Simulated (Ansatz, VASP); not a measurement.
# Cross-check of TiSi2 (Zhiqinite) between VASP and Ansatz, part 2 of 2

Aim: how closely do two programs agree when they are given the same cell, functional and k mesh? Of the first pair: The structure shown is the end of the Ansatz relaxation below.

VASP 6.6.1 and Ansatz 0.2.0.

So far. Step 3 (VASP: single point, LDA, pair 1): The run ends at a pressure of 20.84 GPa, with forces up to 2.8e-4 eV/Å.

## 5. Ansatz: relaxation, LDA

Level of this step: Ansatz beside VASP: Kohn-Sham DFT, plane waves, LDA (Ansatz).

This run makes the geometry at which the two programs are then compared. The cell compared in this pair holds 77.74 Å³, against 72.88 Å³ for the pair before.

The structure compared here is the end of the Ansatz relaxation.

Contents of input.yaml:

```yaml
crystal:
  lattice:
    - [0.0, 4.0004961785, 4.1687925737]
    - [2.3308223703, 0.0, 4.1687925737]
    - [2.3308223703, 4.0004961785, 0.0]
  atoms:
    - { symbol: Si, position: [0.0856712766, 0.4143287234, 0.0856712766] }
    - { symbol: Si, position: [0.4143287234, 0.0856712766, 0.4143287234] }
    - { symbol: Si, position: [0.1643287234, 0.8356712766, 0.1643287234] }
    - { symbol: Si, position: [0.8356712766, 0.1643287234, 0.8356712766] }
    - { symbol: Ti, position: [0.75, 0.75, 0.75] }
    - { symbol: Ti, position: [0.5, 0.5, 0.5] }
kpoints:
  mp_grid: { grid: [12, 12, 12] }
hamiltonian:
  xc: lda
  pseudopotentials: { kind: paw, azcp: { folder: soft_1 }, xc_functional: pbe }
scf:
  occupations: { method: methfessel_paxton, width: 0.2 }
output:
  forces: true
  stress: true
  eigenvalues: true
relax:
  adjacent_minimum: "off"
  f_tol: 0.001
  max_steps: 60
  cell: { stress_tol: 0.01, fix: [volume] }
```

The run is started by

```bash
$ ansatz run input.yaml --threads 8 --pin off --max-ram 16384MiB --backend cpu --events-out ev --progress --plain --runs-dir out
```

Numbers of over 12 decimals in the logs are rounded to 6 here.

What it wrote:

```text
[...]
Crystal: 6 atoms, lattice volume = 77.743 Å³
Basis set: ecut = 420 eV, 1519 PW (Γ)
Bands: 26, of which v1, the nominal top of the filled ones, is band 20 counted from 1 (19 counted from 0)
Symmetry: 8 space group operations
[...]
k-points: 280 of 1728
[...]
cell:  # Å, volume = 77.7434 Å³
    - [0.0, 3.995814, 4.174828]
    - [2.330180, 0.0, 4.174828]
    - [2.330180, 3.995814, 0.0]
  atoms:
    - { symbol: Si, position: [0.085608, 0.414392, 0.085608] }
    - { symbol: Si, position: [0.414392, 0.085608, 0.414392] }
    - { symbol: Si, position: [0.164392, 0.835608, 0.164392] }
    - { symbol: Si, position: [0.835608, 0.164392, 0.835608] }
    - { symbol: Ti, position: [0.750000, 0.75, 0.750000] }
    - { symbol: Ti, position: [0.500000, 0.5, 0.5] }
[key lines of the parts left out:]
SCF converged after 3 iterations
Free energy (F): -7339.170522 eV
Fermi energy:    13.457250 eV
P = ⅓ Tr σ = 7.0170 GPa (70.170 kbar)
```

## 6. VASP: single point, LDA, pair 2

The same cell, functional (in two slightly different forms), mesh and smearing now go to VASP, with its own data sets.

Contents of INCAR:

```
SYSTEM = TiSi2
PREC = Accurate
ENCUT = 500
EDIFF = 1E-06
NELM = 120
ISMEAR = 1
SIGMA = 0.2
LREAL = .FALSE.
ALGO = Normal
GGA = PW92
NBANDS = 26
LASPH = .TRUE.
LORBIT = 11
LWAVE = .FALSE.
LCHARG = .FALSE.
ISIF = 2
GGA_COMPAT = .FALSE.
KPAR = 2
```

Contents of POSCAR:

```
TiSi2
1.0
    0.0000000000      3.9958142917      4.1748280140
    2.3301798323      0.0000000000      4.1748280140
    2.3301798323      3.9958142917      0.0000000000
Si Ti
4 2
Direct
    0.0856082319      0.4143917681      0.0856082319
    0.4143917681      0.0856082319      0.4143917681
    0.1643917681      0.8356082319      0.1643917681
    0.8356082319      0.1643917681      0.8356082319
    0.7500000000      0.7500000000      0.7500000000
    0.5000000000      0.5000000000      0.5000000000
```

Contents of KPOINTS:

```
Automatic mesh
0
Gamma
12 12 12
0 0 0
```

Potentials, in the order of the species: Si and Ti_sv (LDA family, release 64).

The run is started by

```bash
$ mpirun -np 2 vasp_std
```

What it wrote:

```text
[banner, memory and clock lines left out]
running    2 mpi-ranks, on    1 nodes
[...]
[... a notice as in an earlier step ...]

 LDA part: xc-table for (Slater(with rela. corr.)+PW92), standard interpolation
 POSCAR, INCAR and KPOINTS ok, starting setup
[...]
entering main loop
       N       E                     dE             d eps       ncg     rms          rms(c)
DAV:   1     0.383712289023E+03    0.38371E+03   -0.18853E+04 14576   0.161E+03
DAV:   2    -0.130761085197E-01   -0.38373E+03   -0.37740E+03 14566   0.464E+02
DAV:   3    -0.448225318397E+02   -0.44809E+02   -0.43992E+02 25546   0.130E+02
DAV:   4    -0.478738929978E+02   -0.30514E+01   -0.30409E+01 19976   0.319E+01
[...]
DAV:  12    -0.448421071120E+02    0.19844E-04   -0.58078E-04 20620   0.199E-01    0.237E-02
DAV:  13    -0.448421024389E+02    0.46731E-05   -0.50488E-05 19848   0.653E-02    0.120E-02
DAV:  14    -0.448421022900E+02    0.14895E-06   -0.25294E-06 16634   0.139E-02
   1 F= -.44842102E+02 E0= -.44842112E+02  d E =0.299147E-04
```

Parts of OUTCAR (step 6):

```text
  Total        3.4388749      3.4306872      3.4616978      0.0000000      0.0000000      0.0000000
  in kB       70.8701969     70.7014611     71.3405441      0.0000000      0.0000000      0.0000000
  external PRESSURE =      70.9707340 kB  Pullay stress =       0.0000000 kB

 POSITION                                       TOTAL-FORCE (eV/Angst)
 -----------------------------------------------------------------------------------
      1.16509      0.68415      2.08741         0.000000      0.000057      0.000000
      1.16509      3.31167      2.08741         0.000000     -0.000057      0.000000
      2.33018      1.31376      4.17483        -0.000000     -0.000057     -0.000000
      2.33018      6.67787      4.17483        -0.000000      0.000057     -0.000000
      3.49527      5.99372      6.26224        -0.000000      0.000000      0.000000
      2.33018      3.99581      4.17483         0.000000      0.000000      0.000000
 -----------------------------------------------------------------------------------
    total drift:                               -0.000000     -0.000000      0.000000

  FREE ENERGIE OF THE ION-ELECTRON SYSTEM (eV)
  ---------------------------------------------------
  free  energy   TOTEN  =       -44.8421022900 eV

  energy  without entropy=      -44.8421322047  energy(sigma->0) =      -44.84211226

[... 1 part as in an earlier step ...]

[... 2 further parts left out ...]
[key lines of the parts left out:]
E-fermi :  11.0189
```

The run ends at a pressure of 7.10 GPa.

## 7. Differences

Both answers:

| quantity | Ansatz | VASP | difference |
| --- | --- | --- | --- |
| pressure (GPa) | 7.02 | 7.10 | -0.08 |

## 8. Ansatz: relaxation of cell and atoms, LDA

The relaxed volume is the usual yardstick between codes: in a stiff, nearly cubic crystal its relative difference is about their pressure difference at one cell divided by the bulk modulus. Its start cell is another than that of the pair before, and may be another structure of the material.

The cell is taken from a series of runs on this material, whose earlier steps may have relaxed, scaled, displaced or heated it; both programs get it as it stands.

input.yaml, the sections that differ from step 5:

```yaml
crystal:
  lattice:
    - [0.0, 4.0629991335, 4.2167003781]
    - [2.364318006, 0.0, 4.2167003781]
    - [2.364318006, 4.0629991335, 0.0]
  atoms:
    - { symbol: Si, position: [0.0856402391, 0.4143597609, 0.0856402391] }
    - { symbol: Si, position: [0.4143597609, 0.0856402391, 0.4143597609] }
    - { symbol: Si, position: [0.1643597609, 0.8356402391, 0.1643597609] }
    - { symbol: Si, position: [0.8356402391, 0.1643597609, 0.8356402391] }
    - { symbol: Ti, position: [0.75, 0.75, 0.75] }
    - { symbol: Ti, position: [0.5, 0.5, 0.5] }
relax:
  adjacent_minimum: "off"
  f_tol: 0.001
  max_steps: 60
  cell: { stress_tol: 0.01 }
# kpoints, hamiltonian, scf, output: as in step 5
```

The run is started by

```bash
$ ansatz run input.yaml --threads 8 --pin off --max-ram 16384MiB --backend cpu --events-out ev --progress --plain --runs-dir out
```

What it wrote:

```text
[...]
Crystal: 6 atoms, lattice volume = 81.013 Å³
Basis set: ecut = 420 eV, 1565 PW (Γ)
Bands: 26, of which v1, the nominal top of the filled ones, is band 20 counted from 1 (19 counted from 0)
Symmetry: 8 space group operations
[...]
k-points: 280 of 1728
[...]
cell:  # Å, volume = 80.9827 Å³
    - [0.0, 4.060215, 4.219653]
    - [2.363395, 0.0, 4.219653]
    - [2.363395, 4.060215, 0.0]
  atoms:
    - { symbol: Si, position: [0.085732, 0.414268, 0.085732] }
    - { symbol: Si, position: [0.414268, 0.085732, 0.414268] }
    - { symbol: Si, position: [0.164268, 0.835732, 0.164268] }
    - { symbol: Si, position: [0.835732, 0.164268, 0.835732] }
    - { symbol: Ti, position: [0.750000, 0.750000, 0.75] }
    - { symbol: Ti, position: [0.5, 0.500000, 0.5] }
[key lines of the parts left out:]
SCF converged after 4 iterations
Free energy (F): -7339.238932 eV
Fermi energy:    12.839531 eV
P = ⅓ Tr σ = 0.0001 GPa (0.001 kbar)
```

## 9. VASP: relaxation of cell and atoms, LDA

The same cell, functional (in two slightly different forms), mesh and smearing now go to VASP, with its own data sets.

Changes to INCAR since step 6:

```diff
@@ -3,3 +3,3 @@
 ENCUT = 500
-EDIFF = 1E-06
+EDIFF = 1E-07
 NELM = 120
@@ -15,4 +15,8 @@
 LCHARG = .FALSE.
-ISIF = 2
+ISIF = 3
+IBRION = 2
+NSW = 80
+EDIFFG = -0.005
 GGA_COMPAT = .FALSE.
+NELMIN = 4
 KPAR = 2
```

Contents of POSCAR:

```
TiSi2
1.0
    0.0000000000      4.0629990000      4.2167000000
    2.3643180000      0.0000000000      4.2167000000
    2.3643180000      4.0629990000      0.0000000000
Si Ti
4 2
Direct
    0.0856403993      0.4143598378      0.0856401622
    0.4143599609      0.0856402762      0.4143597238
    0.1643599609      0.8356402762      0.1643597238
    0.8356403993      0.1643598378      0.8356401622
    0.7500001801      0.7500000570      0.7499999430
    0.5000001801      0.5000000570      0.4999999430
```

KPOINTS is that of step 6.

The run is started by

```bash
$ mpirun -np 2 vasp_std
```

What it wrote:

```text
[... set-up lines as in an earlier step ...]
 entering main loop
       N       E                     dE             d eps       ncg     rms          rms(c)
DAV:   1     0.381233889861E+03    0.38123E+03   -0.18837E+04 14560   0.160E+03
DAV:   2    -0.165623218177E+00   -0.38140E+03   -0.37501E+03 14576   0.461E+02
DAV:   3    -0.450068349306E+02   -0.44841E+02   -0.43896E+02 25626   0.129E+02
DAV:   4    -0.481120800169E+02   -0.31052E+01   -0.30951E+01 20156   0.319E+01
[...]
DAV:  13    -0.449128869202E+02    0.38982E-05   -0.49443E-05 20142   0.627E-02    0.130E-02
DAV:  14    -0.449128866449E+02    0.27526E-06   -0.31269E-06 19292   0.150E-02    0.281E-03
DAV:  15    -0.449128865698E+02    0.75147E-07   -0.98663E-07 18612   0.745E-03
   1 F= -.44912887E+02 E0= -.44912758E+02  d E =-.449129E+02
[...]
2 F= -.44912957E+02 E0= -.44912856E+02  d E =-.702251E-04
[...]
3 F= -.44912998E+02 E0= -.44912887E+02  d E =-.111624E-03
[...]
4 F= -.44912998E+02 E0= -.44912887E+02  d E =-.111583E-03
[...]
5 F= -.44913002E+02 E0= -.44912893E+02  d E =-.411343E-05
 trial-energy change:   -0.000004  1 .order   -0.000006   -0.000017    0.000005
 step:   0.6025(harm=  0.7309)  dis= 0.00015  next Energy=   -44.913003 (dE=-0.503E-05)
 reached required accuracy - stopping structural energy minimisation
```

OUTCAR, selected parts (step 9):

```text
  Total        0.0158781      0.0187484      0.0052972      0.0000000      0.0000000      0.0000000
  in kB        0.3140615      0.3708339      0.1047763      0.0000000      0.0000000      0.0000000
  external PRESSURE =       0.2632239 kB  Pullay stress =       0.0000000 kB

 POSITION                                       TOTAL-FORCE (eV/Angst)
 -----------------------------------------------------------------------------------
      1.18173      0.69579      2.11024         0.000000      0.003412      0.000000
      1.18173      3.36447      2.11024        -0.000000     -0.003412      0.000000
      2.36346      1.33434      4.22049        -0.000000     -0.003412     -0.000000
      2.36346      6.78618      4.22049        -0.000000      0.003412     -0.000000
      3.54519      6.09039      6.33073        -0.000000      0.000000      0.000000
      2.36346      4.06026      4.22049         0.000000      0.000000     -0.000000
 -----------------------------------------------------------------------------------
    total drift:                                0.000505     -0.000879     -0.001749

  FREE ENERGIE OF THE ION-ELECTRON SYSTEM (eV)
  ---------------------------------------------------
  free  energy   TOTEN  =       -44.9130022663 eV

  energy  without entropy=      -44.9126748600  energy(sigma->0) =      -44.91289313

 reached required accuracy - stopping structural energy minimisation

[... 1 part as in an earlier step ...]

[... 2 further parts left out ...]
[key lines of the parts left out:]
E-fermi :  10.4975
```

The run keeps the 8 symmetry operations of its start, so it cannot find a distortion of lower symmetry.

## 10. Comparison

What differs besides the data sets and the points named for the pairs above, as far as they apply: Ansatz adds a Pulay correction to the stress that steers its cell, VASP none. Total energies have different zeros and are not compared.

Compared:

| quantity | Ansatz | VASP | difference |
| --- | --- | --- | --- |
| volume (Å³) | 80.98 | 81.00 | -0.02 % |
| edge a after relaxation, in the typed setting (Å) | 5.856 | 5.856 | -0.01 % |
| edge b after relaxation, in the typed setting (Å) | 4.836 | 4.837 | -0.02 % |
| edge c after relaxation, in the typed setting (Å) | 4.698 | 4.698 | +0.00 % |

## 11. Results

```
difference in pressure (single point, LDA, pair 1)       : -0.047 GPa
difference in pressure (single point, LDA, pair 2)       : -0.080 GPa
difference in volume (relaxation of cell and atoms, LDA) : -0.024 %
```

In words: The difference in pressure is -0.080 GPa (single point, LDA, pair 2), within the 1 GPa picked in this series as the mark of a large difference. 1 further run of this series is not shown here. How closely two codes agree says nothing of how well the functional describes the real material.

[Lines on the potential files, build, host, timing and source positions are cut from VASP's logs without a mark.]

[Logs are printed without paths, hosts, clocks, repeated set-up lines and the standing remarks that a program may print on its own settings, such as how far it seeks lower states.]

[Hosts, paths, dates, database ids (printed as entryN), source tags and the programs' standing remarks are cut or masked in the printed files.]
